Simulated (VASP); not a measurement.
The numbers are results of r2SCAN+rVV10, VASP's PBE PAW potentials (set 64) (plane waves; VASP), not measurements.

Input for VASP

**INCAR**
```
NELM = 100
ISMEAR = 0   # Gaussian
CPARAM = 0.0093
BPARAM = 11.95
LMAXMIX = 4   # l cut-off of mixed one-centre charges
LWAVE = .False.
ALGO = Normal   # blocked Davidson
EDIFF = 1E-6
LREAL = .False.
NSW = 60
PREC = Accurate
SIGMA = 0.05
ENCUT = 520
IBRION = 2   # conjugate gradients
SYSTEM = InSb
METAGGA = R2SCAN
ISIF = 3   # ions, shape and volume
LASPH = .True.
LCHARG = .False.
EDIFFG = -0.01   # ionic stop
LMIXTAU = .True.
LUSE_VDW = .True.
```

File POSCAR:
```
InSb
1
    0.0000000000     3.2638814529     3.2638814529
    3.2638814529     0.0000000000     3.2638814529
    3.2638814529     3.2638814529     0.0000000000
In Sb
1 1
Direct
  0.0000000000   0.0000000000   0.0000000000
  0.2500000000   0.2500000000   0.2500000000
```

### KPOINTS
```
Automatic
0
gamma
6 6 6
0 0 0
```

POTCAR, in this order: In_d Sb (PBE.64 set). Program: vasp_std.

Question: What will the output report for the number of irreducible k-points (NKPTS), largest plane-wave count, number of space-group operations, FFT grid (NGX, NGY, NGZ)?

Answer: 
| Item | Result |
|---|---|
| number of irreducible k-points (NKPTS) | 16 |
| largest plane-wave count | 1895 |
| number of space-group operations | 24 |
| FFT grid (NGX, NGY, NGZ) | 36 × 36 × 36 |

The compound is InSb in the zinc blende structure. It was relaxed first. The start is the result of an earlier pass.
